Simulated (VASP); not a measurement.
An input for Quantum ESPRESSO's pw.x (written as the equivalent of a VASP run, and not itself run):

```
&CONTROL
  calculation = 'vc-relax'
  pseudo_dir = './pseudo'
  outdir = './out'
  tprnfor = .true.
  tstress = .true.
  nstep = 60
  forc_conv_thr = 0.00039
/
&SYSTEM
  ibrav = 0
  nat = 2
  ntyp = 2
  ecutwfc = 88
  occupations = 'smearing'
  smearing = 'gaussian'
  degauss = 0.003675
  input_dft = 'rpbe'
/
&ELECTRONS
  conv_thr = 7.3e-08
  electron_maxstep = 100
/
&IONS
/
&CELL
/
ATOMIC_SPECIES
  Na 22.990 Na.upf
  H 1.008 H.upf
CELL_PARAMETERS angstrom
    -0.0000000    2.4567760    2.4567760
     2.4567760   -0.0000000    2.4567760
     2.4567760    2.4567760    0.0000000
ATOMIC_POSITIONS crystal
  Na   0.0000000  1.0000000  1.0000000
  H    0.5000000  0.5000000  0.5000000
K_POINTS automatic
  8 8 8 0 0 0
```

Problem. Write the VASP files for the same calculation (RPBE).

Solution. Several could match; the one computed here: 
**INCAR**
```
ALGO = Normal
EDIFF = 1E-6
EDIFFG = -0.01
ENCUT = 520
GGA = RP
IBRION = 2
ISIF = 3
ISMEAR = 0
LASPH = T
LCHARG = F
LREAL = F
LWAVE = F
NELM = 100
NSW = 60
PREC = Accurate
SIGMA = 0.05
SYSTEM = NaH
```

**POSCAR**
```
NaH
1.0
  0.0000000000   2.4567759585   2.4567759585
  2.4567759585   0.0000000000   2.4567759585
  2.4567759585   2.4567759585   0.0000000000
Na H
1 1
Cartesian
  4.9135519170   2.4567759585   2.4567759585
  2.4567759585   2.4567759585   2.4567759585
```

File KPOINTS:
```
Regular mesh
0
G
 8 8 8
```

POTCAR, in this order: Na_pv H (PBE.64 set). Program: vasp_std.

The two are equivalent in intent, not identical: the potentials are each code's own (VASP's PAW set, PseudoDojo norm-conserving files in pw.x), so ENCUT and ecutwfc are chosen apart and not converted; conv_thr bounds pw.x's estimated SCF error, while EDIFF bounds the energy change between steps; forc_conv_thr acts on force components and is met together with etot_conv_thr.

The compound is NaH in the rock salt structure. This run relaxes it. Symmetry was kept, so distortions that lower it aren't found. The start is the result of an earlier pass.
